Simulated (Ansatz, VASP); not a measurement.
## ZrPt3 (ZrPt3 (P6_3/mmc)): VASP beside Ansatz

Wanted: the spread between two codes on one cell, functional and k mesh. The cell is taken from a series of runs on this material, whose earlier steps may have relaxed, scaled, displaced or heated it; both programs get it as it stands.

Method: plane waves, with VASP 6.6.1 beside it; relaxation of cell and atoms at r2SCAN, in Ansatz 0.2.0.

### Step 1. The structure

Symmetry: P6_3/mmc, No. 194, hexagonal system. The conventional cell has a = 5.693 Å, b = 5.693 Å, c = 9.300 Å, α = 90.00°, β = 90.00°, γ = 120.00°. Nearest to Zr lie 12 Pt at 2.85 to 2.87 Å. Zr has 12 Pt at 2.85 Å nearest. Nearest to Pt lie 8 Pt at 2.84 to 2.85 Å and 4 Zr at 2.85 Å. Pt has 8 Pt at 2.79 to 2.91 Å and 4 Zr at 2.85 to 2.87 Å nearest. Farther neighbours are not listed.

### Step 2. Ansatz: relaxation of cell and atoms, r2SCAN

Ansatz runs on its PAW soft_1 files.

The relaxed volume is the usual yardstick between codes: in a stiff, nearly cubic crystal its relative difference is about their pressure difference at one cell divided by the bulk modulus.

Input file input.yaml:

```yaml
crystal:
  lattice:
    - [5.6932303, 0.0, 0.0]
    - [-2.8466152, 4.9304821, 0.0]
    - [0.0, 0.0, 9.299959]
  atoms:
    - { symbol: Zr, position: [0.0, 0.0, 0.5] }
    - { symbol: Zr, position: [0.0, 0.0, 0.0] }
    - { symbol: Zr, position: [0.33333333, 0.66666667, 0.25] }
    - { symbol: Zr, position: [0.66666667, 0.33333333, 0.75] }
    - { symbol: Pt, position: [0.5, 0.5, 0.5] }
    - { symbol: Pt, position: [0.5, 0.0, 0.5] }
    - { symbol: Pt, position: [0.0, 0.5, 0.5] }
    - { symbol: Pt, position: [0.5, 0.5, 0.0] }
    - { symbol: Pt, position: [0.5, 0.0, 0.0] }
    - { symbol: Pt, position: [0.0, 0.5, 0.0] }
    - { symbol: Pt, position: [0.82985889, 0.65971778, 0.25] }
    - { symbol: Pt, position: [0.34028222, 0.17014111, 0.25] }
    - { symbol: Pt, position: [0.82985889, 0.17014111, 0.25] }
    - { symbol: Pt, position: [0.17014111, 0.34028222, 0.75] }
    - { symbol: Pt, position: [0.65971778, 0.82985889, 0.75] }
    - { symbol: Pt, position: [0.17014111, 0.82985889, 0.75] }
basis:
  ecutwfc: 500
  xc_grid: 2
hamiltonian:
  xc: r2scan
  pseudopotentials: { kind: paw, azcp: { folder: soft_1 } }
kpoints:
  mp_grid: { grid: [8, 8, 4] }
scf:
  occupations: { method: fermi_dirac, width: 0.05 }
  max_iter: 150
output:
  forces: true
  stress: true
relax:
  f_tol: 0.01
  max_steps: 60
  cell: {}
checkpoint:
  write: "../r2scan.run"
  compress: false
  write_wavefunctions: false
  write_every: 100000
```

Started as:

```bash
$ ansatz run input.yaml --threads 4 --pin off --max-ram 6594MiB --backend cpu --events-out ev --progress --plain --runs-dir out
```

Numbers of over 12 decimals in the logs are rounded to 6 here.

The log of the run:

```text
Engine: ansatz 0.2.0, aarch64-unknown-linux-gnu
Pseudopotentials: kind: paw
Pseudopotential: Zr, paw, valence charge 12, recommended cutoff 500 eV (meta_gga), soft_1/Zr.paw.azcp
Pseudopotential: Pt, paw, valence charge 18, recommended cutoff 500 eV (meta_gga), soft_1/Pt.paw.azcp
Functional definition: r2SCAN
  parameter k0 = 0.174
  parameter k1 = 0.065
  parameter a1 = 4.9479
  exchange = r2scan_x(k0 = k0, k1 = k1, a1 = a1)
  correlation = r2scan_c
Crystal: 16 atoms, lattice volume = 261.053 Å³
Basis set: ecut = 500 eV, 6651 PW (Γ), exchange–correlation on 90×90×144 points (8 copies of the dense FFT grid, shifted against one another)
Bands: 159, of which v1, the nominal top of the filled ones, is band 132 counted from 1 (131 counted from 0)
Symmetry: 24 space group operations
Space group: P63/mmc (ITA 194), of the structure as read, at distance tolerance 6.4e-5 Å
k-points: 30 of 256
Non-local potential: Zr, projectors of the file, l = 0: 3, l = 1: 2, l = 2: 2, l = 3: 1
Non-local potential: Pt, projectors of the file, l = 0: 3, l = 1: 2, l = 2: 2, l = 3: 1
PAW form: soft (Blöchl's): semilocal exchange-correlation on the pseudo side does not see the compensation charge
PAW frozen core: Zr, regenerated for the run's functional (the file was generated under x = pbe(κ = 0.804, μ = 0.219515), c = pbe(β = 0.066725))
PAW frozen core: Pt, regenerated for the run's functional (the file was generated under x = pbe(κ = 0.804, μ = 0.219515), c = pbe(β = 0.066725))
PAW one-centre angular grid: Zr, 590 points (default); XC on 160 Gauss nodes
PAW one-centre angular grid: Pt, 590 points (default); XC on 160 Gauss nodes
Initial density: superposition of atomic densities (chi_scale 0.1, normalization cell, long waves kept (reshape's long-wave potential 0.00 eV rms))
Initial wavefunctions: pseudopotential atomic-orbital guess
Functional: x = r2scan, c = r2scan; τ floored in thin density (d = 2e-4 eV/Å³)
SCF iter   1: F=—  HF=-167279.301632 eV  |F-HF|=—  |Δ(HF+E_count)|=         —  Δρ=1.90e-1  dr2=1.99e2  dr2_τ=9.62e0  ethr=3.10e-3  ⟨swp⟩=5.6  Hψ=15088  notcnv=0  defer=85
preconditioner: auto → Kerker (q_TF=auto, 2.733 Å⁻¹)  [metal: Δε(μ)=0.008 eV  Ē_g=5.885 eV  σ=0.050 eV  W_gap=0.04  n_scr=98 (ndim 8)  ℏωp=26.8 eV  f_vac=0.000  D(μ)=16.54/eV (n_scr^D=160)]
SCF iter   2: F=—  HF=-167254.824909 eV  |F-HF|=—  |Δ(HF+E_count)|=    2.45e1  Δρ=3.40e-2  dr2=4.06e0  dr2_τ=1.04e1  ethr=3.10e-3  ⟨swp⟩=3.0  Hψ=10099  notcnv=0  defer=236
SCF iter   3: F=—  HF=-167257.070723 eV  |F-HF|=—  |Δ(HF+E_count)|=    2.25e0  Δρ=1.94e-2  dr2=1.29e0  dr2_τ=4.28e-2  ethr=1.54e-3  ⟨swp⟩=2.0  Hψ=5864  notcnv=0  defer=422
SCF iter   4: F=—  HF=-167257.196638 eV  |F-HF|=—  |Δ(HF+E_count)|=   1.26e-1  Δρ=5.66e-3  dr2=1.89e-1  dr2_τ=3.46e-2  ethr=4.89e-4  ⟨swp⟩=2.5  Hψ=7290  notcnv=0  defer=422
SCF iter   5: F=—  HF=-167257.192352 eV  |F-HF|=—  |Δ(HF+E_count)|=   4.29e-3  Δρ=2.41e-3  dr2=4.02e-2  dr2_τ=2.46e-3  ethr=7.17e-5  ⟨swp⟩=2.0  Hψ=7220  notcnv=0  defer=418
SCF iter   6: F=—  HF=-167257.192025 eV  |F-HF|=—  |Δ(HF+E_count)|=   3.27e-4  Δρ=8.25e-4  dr2=3.56e-3  dr2_τ=2.85e-4  ethr=1.52e-5  ⟨swp⟩=2.0  Hψ=6174  notcnv=0  defer=418
SCF iter   7: F=—  HF=-167257.192614 eV  |F-HF|=—  |Δ(HF+E_count)|=   5.89e-4  Δρ=5.45e-4  dr2=1.19e-3  dr2_τ=2.32e-4  ethr=1.35e-6  ⟨swp⟩=2.0  Hψ=6460  notcnv=0  defer=418
SCF iter   8: F=—  HF=-167257.192627 eV  |F-HF|=—  |Δ(HF+E_count)|=   1.26e-5  Δρ=1.12e-4  dr2=2.79e-5  dr2_τ=2.62e-6  ethr=4.49e-7  ⟨swp⟩=2.0  Hψ=6419  notcnv=0  defer=418
SCF iter   9: F=—  HF=-167257.193154 eV  |F-HF|=—  |Δ(HF+E_count)|=   5.27e-4  Δρ=2.25e-5  dr2=1.19e-6  dr2_τ=7.54e-8  ethr=1.06e-8  ⟨swp⟩=2.0  Hψ=7178  notcnv=0  defer=418
SCF iter  10: F=—  HF=-167257.193155 eV  |F-HF|=—  |Δ(HF+E_count)|=   1.07e-6  Δρ=6.14e-6  dr2=1.13e-7  dr2_τ=1.59e-8  ethr=4.49e-10  ⟨swp⟩=2.0  Hψ=6845  notcnv=0  defer=418
SCF iter  11: F=-167257.193155 eV  HF=-167257.193155 eV  |F-HF|=5.24e-10  |Δ(HF+E_count)|=   2.82e-8  Δρ=1.09e-6  dr2=4.57e-9  dr2_τ=4.58e-10  ethr=3.79e-11  ⟨swp⟩=4.0  Hψ=13860  notcnv=0
SCF 1 converged in 11 iterations: F = -167257.193155 eV  dr2 = 4.57e-9
  greatest PAW one-centre occupation: 1.005 electrons in one spin orbital (limit 2), on the Zr atom at site 3 (counted from 0), in its partial waves of l = 0
relax step   1: F+E_penalty+E_count = -167257.19315470 eV  Δ(F+E_penalty+E_count) = +0.000e0 eV  max|allowed force component| = 1.038e-2 eV/Å  Δτ_max = 0.0000 Å  P = -0.538 GPa  Ω = 261.053 Å³  (11 SCF iters, dr2 threshold 1.00e-7 eV, accepted)
[...]
relax step   2: F+E_penalty+E_count = -167257.18657889 eV  Δ(F+E_penalty+E_count) = +6.576e-3 eV  max|allowed force component| = 6.083e-4 eV/Å  Δτ_max = 0.0002 Å  P = +1.644 GPa  Ω = 258.722 Å³  energy of the carried Pulay correction = +1.378e-3 eV  (6 SCF iters, dr2 threshold 9.02e-7 eV, rejected (line search))
[...]
relax step   3: F+E_penalty+E_count = -167257.19456386 eV  Δ(F+E_penalty+E_count) = -1.409e-3 eV  max|allowed force component| = 2.613e-3 eV/Å  Δτ_max = 0.0002 Å  P = -0.004 GPa  Ω = 260.472 Å³  energy of the carried Pulay correction = +3.424e-4 eV  (9 SCF iters, accepted)
[...]
relax step   4: F+E_penalty+E_count = -167257.19421111 eV  Δ(F+E_penalty+E_count) = +3.528e-4 eV  max|allowed force component| = 2.619e-3 eV/Å  Δτ_max = 0.0000 Å  P = -0.005 GPa  Ω = 260.472 Å³  stress off target by 1.57e-2 GPa  SCF on the basis re-selected at this cell (its energy is not comparable with the rows above)  (4 SCF iters)
basis re-selected at this cell: Δ(F+E_penalty+E_count) = +3.528e-4 eV, ΔP = -0.001 GPa vs the last step (what re-selecting the basis moved, of the pressure what is left beyond the Pulay correction that the steps carried, after the strain that the cell walked since its last selection, with what the two solves' SCF thresholds leave and, on support functions, any second-order correction that the steps lacked; it is no m [...]
SCF converged after 4 iterations
Free energy (F): -167257.194211 eV
Harris-Foulkes:  -167257.194211 eV  (|F-HF|=5.82e-11)
Internal energy: -167257.178849 eV  (E = F + TS)
E sigma→0 (E₀):  -167257.186530 eV
Entropy (-TS):   -0.015362 eV (-0.960 meV/atom)
Fermi energy:    21.493230 eV
--- Per-component energies (eV) ---
  E_band       = -2300.932586
  E_kinetic    = 8443.173726
  E_local      = -21035.489417  (includes V_loc(G=0)·N_el)
  E_nonlocal   = 2752.783885
  E_hartree    = 8020.607880
  E_xc         = -3251.706035
  E_vxc        = -4430.389426  (∫ρ·V_xc dr)
  E_paw        = -126043.631954  (= ΣΔE_a)
  E_vpaw       = -4361.423699  (= ΣTr[D̂ρ^β])
  E_aug_tail   = 0.008906  (compensation charges beyond the density's cutoff)
  E_vtau       = 289.188227  (kinetic-family band-sum trace: ∫τ·v_τ [+ j·A + Jᵃ·Aᵃ] dr)
  E_ewald      = -36139.487468
  E_core_change = -3.438371  (= ΣΔE_core)
  E_smearing   = -0.015362  (= −TS)
  E_closure    = -0.000000  (closes the sum)
  Σ components = -167257.194211   (vs F -167257.194211, Δ=0.00e0)
--- Forces (eV/Å), atoms counted from 1 ---
  atom   1  Zr     0.00000000    -0.00000000    -0.00000000
  atom   2  Zr    -0.00000000    -0.00000000     0.00000000
  atom   3  Zr     0.00000000    -0.00000000    -0.00000000
  atom   4  Zr    -0.00000000     0.00000000     0.00000000
  atom   5  Pt     0.00000000     0.00000000     0.00000000
  atom   6  Pt     0.00000000    -0.00000000     0.00000000
  atom   7  Pt     0.00000000     0.00000000     0.00000000
  atom   8  Pt    -0.00000000     0.00000000    -0.00000000
  atom   9  Pt    -0.00000000    -0.00000000     0.00000000
  atom  10  Pt    -0.00000000    -0.00000000     0.00000000
  atom  11  Pt     0.00000000    -0.00261907     0.00000000
  atom  12  Pt     0.00226818     0.00130953    -0.00000000
  atom  13  Pt    -0.00226818     0.00130953     0.00000000
  atom  14  Pt    -0.00000000     0.00261907    -0.00000000
  atom  15  Pt    -0.00226818    -0.00130953     0.00000000
  atom  16  Pt     0.00226818    -0.00130953    -0.00000000
  max |Σ_I F_I| component: 1.91e-17 eV/Å
--- Stress (GPa, compression-positive) ---
       -0.015672      -0.000000      -0.000000
       -0.000000      -0.015672      -0.000000
       -0.000000      -0.000000       0.015539
  P = ⅓ Tr σ = -0.0053 GPa (-0.053 kbar)
--- Relaxed structure (3 steps of the walk, 2 accepted, 1 SCFs on fresh bases) ---
  F+E_penalty+E_count = -167257.19421111 eV   max|allowed force component| = 2.619e-3 eV/Å   (the final SCF, on the basis selected at the relaxed cell)
  cell:  # Å, volume = 260.4720 Å³
    - [5.687843, 2.8840195371001855e-8, 0]
    - [-2.843921, 4.925816, 0]
    - [0.0, 0, 9.296839]
  atoms:
    - { symbol: Zr, position: [0, 0, 0.500000] }
    - { symbol: Zr, position: [0, 0, 0] }
    - { symbol: Zr, position: [0.333333, 0.666667, 0.250000] }
    - { symbol: Zr, position: [0.666667, 0.333333, 0.750000] }
    - { symbol: Pt, position: [0.500000, 0.500000, 0.500000] }
    - { symbol: Pt, position: [0.500000, 0, 0.500000] }
    - { symbol: Pt, position: [0, 0.500000, 0.500000] }
    - { symbol: Pt, position: [0.500000, 0.500000, 0] }
    - { symbol: Pt, position: [0.500000, 0, 0] }
    - { symbol: Pt, position: [0, 0.500000, 0] }
    - { symbol: Pt, position: [0.829839, 0.659678, 0.250000] }
    - { symbol: Pt, position: [0.340322, 0.170161, 0.250000] }
    - { symbol: Pt, position: [0.829839, 0.170161, 0.250000] }
    - { symbol: Pt, position: [0.170161, 0.340322, 0.750000] }
    - { symbol: Pt, position: [0.659678, 0.829839, 0.750000] }
    - { symbol: Pt, position: [0.170161, 0.829839, 0.750000] }
```

[end of part 1 of 2]

[Lines on the potential files, build, host, timing and source positions are cut from VASP's logs without a mark.]

[Logs are printed without paths, hosts, clocks, repeated set-up lines and the standing remarks that a program may print on its own settings, such as how far it seeks lower states.]

[Hosts, paths, dates, database ids (printed as entryN), source tags and the programs' standing remarks are cut or masked in the printed files.]
